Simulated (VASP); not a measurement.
**Fitting the PBE energy curve of CsC**

The structure is cubic, space group Pm-3m (No. 221). Conventional cell: a = 3.823 Å, b = 3.823 Å, c = 3.823 Å, α = 90.00°, β = 90.00°, γ = 90.00°. Around Cs (site symmetry m-3m) lie 8 C at 3.31 Å. C (site symmetry m-3m) is surrounded by 8 Cs at 3.31 Å.

The cell comes from a database or a generator and needn't be the stable form of this composition.

The cell was scaled at fixed shape and fractions and run with VASP, PBE PAW files C, Cs_sv, 520 eV; PBE, k mesh 7 × 7 × 7 on the cell of 2 atoms, fermi-dirac occupations of 0.05 eV, no spin polarisation, no spin-orbit coupling. Energies are those that the program minimises, any entropy of the smearing included. For a metal such a mesh isn't converged to the digits shown.

```tsv
V (Å³/atom)	energy over the lowest row (meV/atom)
26.2672	6.548
26.8260	2.942
27.3849	0.816
27.9438	0.000
28.5027	0.334
29.0615	?
29.6204	3.969
```

Question: Fit the third-order Birch-Murnaghan form, give V0, B0 and B′, and predict the energy left open.

Answer: With y = (V0/V)^(2/3), E = E0 + (9 V0 B0/16) [(y - 1)³ B′ + (y - 1)² (6 - 4y)]. Least squares through the rows shown give V0 = 28.0497 Å³/atom, E0 = -0.023 meV, B0 = 16.25 GPa (1 eV/Å³ = 160.218 GPa) and B′ = 5.13, with a largest miss of 0.003 meV. At V = 29.0615 the form with these constants gives 1.699 meV; the run gave 1.693 meV an atom.
